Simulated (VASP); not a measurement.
VASP runs on MnS (space group Fm-3m) share one base input (PBE GGA, plane waves, VASP's PBE PAW potentials (set 64)) and change the settings named in each case.

### POSCAR
```
MnS
1
    5.0915880000     2.5457940000     2.5457940000
    2.5457940000     5.0915880000     2.5457940000
    2.5457940000     2.5457940000     5.0915880000
Mn S
2 2
Direct
  0.0000000000   0.0000000000   0.0000000000
  0.5000000000   0.5000000000   0.5000000000
  0.2500000000   0.2500000000   0.2500000000
  0.7500000000   0.7500000000   0.7500000000
```

### INCAR
```
LASPH = .TRUE.
GGA = PE   ! PBE
PREC = Accurate
ALGO = Normal
LORBIT = 11   ! lm-projected
NELM = 100   ! most electronic steps
ISMEAR = -1   ! Fermi-Dirac
ISIF = 2
EDIFF = 1E-6   ! SCF stop (eV)
MAGMOM = 5.0 -5.0 2*0.0
SIGMA = 0.02
LCHARG = .FALSE.
LREAL = .FALSE.   ! projection in real space or not
LWAVE = .FALSE.
SYSTEM = MnS
ENCUT = 300   ! plane-wave cut-off (eV)
ISPIN = 2
LMAXMIX = 4   ! l cut-off of mixed one-centre charges
```

File KPOINTS:
```
Automatic mesh
0
Gamma
6 6 6
0 0 0
```

POTCAR, in this order: Mn_pv S (PBE.64 set). Program: vasp_std.

```
change                                                                 E(σ→0) (eV/atom)  pressure (GPa)  −TS (eV)
---------------------------------------------------------------------  ----------------  --------------  --------
base run                                                                        -7.1064            1.60    0.0000
GGA removed, POTCAR Mn_pv S (LDA.64 set)                                        -7.6105               ?         ?
KPOINTS 3×3×3 Γ-centred mesh                                                    -7.0747            1.77    0.0000
LDAU = .TRUE., LDAUJ = 0 0, LDAUL = 2 -1, LDAUTYPE = 2, LDAUU = 8.0 0           -6.0041               ?    0.0000
```

Q: Fill in the missing entries.

A: 
- GGA removed, POTCAR Mn_pv S (LDA.64 set), pressure (GPa): -7.80
- GGA removed, POTCAR Mn_pv S (LDA.64 set), −TS (eV): -0.0001
- LDAU = .TRUE., LDAUJ = 0 0, LDAUL = 2 -1, LDAUTYPE = 2, LDAUU = 8.0 0, pressure (GPa): 13.62

Energies of different potentials or functionals have different zeros.  At 300 eV the pressure can carry a Pulay error.

Left out are runs that ran out of time, are held back, or changed the cell or the kind of run, fixed moments of cells without a moment, rows past the twelfth, gaps on odd meshes, pressures of charged cells and columns that move by less than the noise.

The structure is a typed MnS crystal. The cell was not relaxed at this level, its lattice was scaled by up to 2.5 %. The spin order is the one that the start imposed; others were not tried in this run.
